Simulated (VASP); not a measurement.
Computed with PBE GGA, VASP's PBE PAW potentials (set 64) (plane waves; VASP).

VASP ran on this input.

### INCAR
```
! general
SYSTEM  = SiRu2
PREC    = Accurate
ENCUT   = 300
LREAL   = .FALSE.
LASPH   = .TRUE.

! electronic loop
EDIFF   = 1E-6
NELM    = 100
ALGO    = Normal
LMAXMIX = 4

! smearing
ISMEAR  = 0
SIGMA   = 0.05

! functional
GGA     = PE

! ions
ISIF    = 2

! output
LWAVE   = .FALSE.
LCHARG  = .FALSE.
```

KPOINTS:
```
Automatic mesh
0
Gamma
5 5 4
0 0 0
```

**POSCAR**
```
SiRu2
1
    3.9148310000     0.0000000000     0.0000000000
   -1.9574170000     3.3903430000     0.0000000000
    0.0000000000     0.0000000000     4.7967440000
Si Ru
2 4
Direct
  0.3333330000   0.6666670000   0.2500000000
  0.6666670000   0.3333330000   0.7500000000
  0.0000000000   0.0000000000   0.0000000000
  0.0000000000   0.0000000000   0.5000000000
  0.3333330000   0.6666670000   0.7500000000
  0.6666670000   0.3333330000   0.2500000000
```

POTCAR, in this order: Si Ru_pv (PBE.64 set). Program: vasp_std.

Output of the run:

**OSZICAR**
```
       N       E                     dE             d eps       ncg     rms          rms(c)
DAV:   1     0.543075851755E+03    0.54308E+03   -0.27146E+04  1244   0.122E+03
DAV:   2    -0.239072806914E+02   -0.56698E+03   -0.54650E+03  1220   0.436E+02
DAV:   3    -0.464084447529E+02   -0.22501E+02   -0.21773E+02  1346   0.856E+01
DAV:   4    -0.468104402847E+02   -0.40200E+00   -0.40123E+00  1284   0.102E+01
DAV:   5    -0.468209674250E+02   -0.10527E-01   -0.10526E-01  1372   0.155E+00    0.488E+01
DAV:   6    -0.447815750251E+02    0.20394E+01   -0.11829E+01  1232   0.251E+01    0.191E+01
DAV:   7    -0.458749572487E+02   -0.10934E+01   -0.10743E+01  1276   0.316E+01    0.140E+01
DAV:   8    -0.443617934221E+02    0.15132E+01   -0.40472E+00  1244   0.194E+01    0.526E+00
DAV:   9    -0.443659536464E+02   -0.41602E-02   -0.18163E-01  1284   0.264E+00    0.111E+00
DAV:  10    -0.443620596437E+02    0.38940E-02   -0.13949E-02  1246   0.135E+00    0.422E-01
DAV:  11    -0.443626213140E+02   -0.56167E-03   -0.41189E-03  1258   0.531E-01    0.238E-01
DAV:  12    -0.443620052691E+02    0.61604E-03   -0.14661E-03  1232   0.386E-01    0.334E-02
DAV:  13    -0.443620048960E+02    0.37307E-06   -0.59450E-05  1336   0.474E-02    0.176E-02
DAV:  14    -0.443620052839E+02   -0.38789E-06   -0.34699E-06  1060   0.167E-02
   1 F= -.44362005E+02 E0= -.44355568E+02  d E =-.128744E-01
```

### OUTCAR
```
------------------------ aborting loop because EDIFF is reached ----------------------------------------
  FORCE on cell =-STRESS in cart. coord.  units (eV):
  Direction    XX          YY          ZZ          XY          YZ          ZX
  --------------------------------------------------------------------------------------
  Total       39.0180865     39.0180842     41.6111333     -0.0000173      0.0000000      0.0000000
  in kB      981.9137729    981.9137164   1047.1693668     -0.0004344      0.0000000      0.0000000
  external PRESSURE =    1003.6656187 kB  Pullay stress =       0.0000000 kB
  volume of cell :       63.67
      direct lattice vectors                 reciprocal lattice vectors
     3.914831000  0.000000000  0.000000000     0.255438868  0.147477817  0.000000000
    -1.957417000  3.390343000  0.000000000     0.000000000  0.294955407  0.000000000
     0.000000000  0.000000000  4.796744000     0.000000000  0.000000000  0.208474749
 POSITION                                       TOTAL-FORCE (eV/Angst)
 -----------------------------------------------------------------------------------
     -0.00000      2.26023      1.19919         0.000000     -0.000000      0.000000
      1.95742      1.13011      3.59756        -0.000000      0.000000      0.000000
      0.00000      0.00000      0.00000        -0.000000      0.000000      0.000000
      0.00000      0.00000      2.39837        -0.000000      0.000000      0.000000
     -0.00000      2.26023      3.59756         0.000000      0.000000      0.000000
      1.95742      1.13011      1.19919        -0.000000     -0.000000      0.000000
 -----------------------------------------------------------------------------------
    total drift:                               -0.000357      0.000916      0.000026
  FREE ENERGIE OF THE ION-ELECTRON SYSTEM (eV)
  ---------------------------------------------------
  free  energy   TOTEN  =       -44.3620052839 eV

  energy  without entropy=      -44.3491308402  energy(sigma->0) =      -44.35556806
```
(Selected blocks of OUTCAR.)

At this cut-off the stress carries a Pulay error, which pulls relaxed volumes low.

The structure was generated: SiRu2 was put into an ordered model structure, which need not be its known phase. The cell was not relaxed at this level, and its volume differs by -5.9 % from the start's. The k-mesh is coarse (spacing up to 0.37 per Å, 2π included), so the numbers may not be converged in it.
